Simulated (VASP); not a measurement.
Consider the following.

```
CELL_PARAMETERS angstrom
      3.42910     0.00000     0.00000
      0.00000     3.42910     0.00000
      0.00000     0.00000     3.42910
ATOMIC_POSITIONS crystal
  Si 0.00000 0.00000 0.00000
  Ni 0.00000 0.50000 0.50000
  Ni 0.50000 0.00000 0.50000
  Ni 0.50000 0.50000 0.00000
```

Method: LDA (Ceperley-Alder, Perdew-Zunger), VASP's LDA PAW potentials (set 64) (plane waves; VASP). Settings: 500 eV cut-off, 9×9×9 Γ-centred mesh, first-order Methfessel-Paxton smearing of 0.10 eV, potentials Si Ni.

Task: The ions, cell shape and volume at an external pressure of 5.0 GPa are relaxed. Which structure does the run end with?

Result: 
```
CELL_PARAMETERS angstrom
      3.40811     0.00000     0.00000
      0.00000     3.40811     0.00000
      0.00000     0.00000     3.40811
ATOMIC_POSITIONS crystal
  Si 0.00000 0.00000 0.00000
  Ni 0.00000 0.50000 0.50000
  Ni 0.50000 0.00000 0.50000
  Ni 0.50000 0.50000 0.00000
```
Space group Pm-3m (221), at a tolerance of 0.03 Å.

Task: How do energy and volume change from the first to the last step?

Result: The energy (σ→0) changes by +2.8 meV/atom and the volume by -1.8 %, in 3 ionic steps.

The compound is Ni3Si in the L1_2 structure. This run relaxes it under an external pressure of 5 GPa. Symmetry was kept, so distortions that lower it aren't found. The run is not spin-polarised, so no magnetic state was tried.
